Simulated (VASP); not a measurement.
These are PBE GGA, VASP's PBE PAW potentials (set 64) (plane waves; VASP) values and carry that method's errors.

A VASP calculation is set up with these files.

File KPOINTS:
```
Automatic mesh
0
Gamma
10 10 8
0 0 0
```

### INCAR
```
# general
SYSTEM  = PtS2
PREC    = Accurate
ENCUT   = 500
LREAL   = F   # projection in real space or not
LASPH   = T

# electronic loop
EDIFF   = 1E-6   # SCF stop (eV)
NELM    = 100
ALGO    = Normal   # blocked Davidson
LMAXMIX = 6   # l cut-off of mixed one-centre charges

# smearing
ISMEAR  = 1
SIGMA   = 0.1

# functional
GGA     = PE   # PBE

# ions
IBRION  = 2   # conjugate gradients
NSW     = 40
ISIF    = 3   # ions, shape and volume
EDIFFG  = -0.02   # ionic stop
PSTRESS = 450

# output
LWAVE   = F
LCHARG  = F
```

POSCAR:
```
PtS2
1.0
  1.7088337907  -2.9597894849   0.0000000000
  1.7088337907   2.9597894849   0.0000000000
  0.0000000000   0.0000000000   3.9122610251
Pt S
1 2
Cart
  0.0000000000   0.0000000000   0.0000000000
  1.7088337907   0.9865984682   1.1831292234
  1.7088337907  -0.9865984682   2.7291318017
```

POTCAR, in this order: Pt S (PBE.64 set). Program: vasp_std.

Q: What will the output report for the number of irreducible k-points (NKPTS), largest plane-wave count, number of space-group operations, FFT grid (NGX, NGY, NGZ)?

A: 
```yaml
number of irreducible k-points (NKPTS): 94
largest_plane_wave_count: 1018
number_of_space_group_operations: 12
FFT grid (NGX, NGY, NGZ): 28 × 28 × 30
```

The compound is PtS2 in the 1T layered structure. It was relaxed first under an external pressure of 45 GPa.
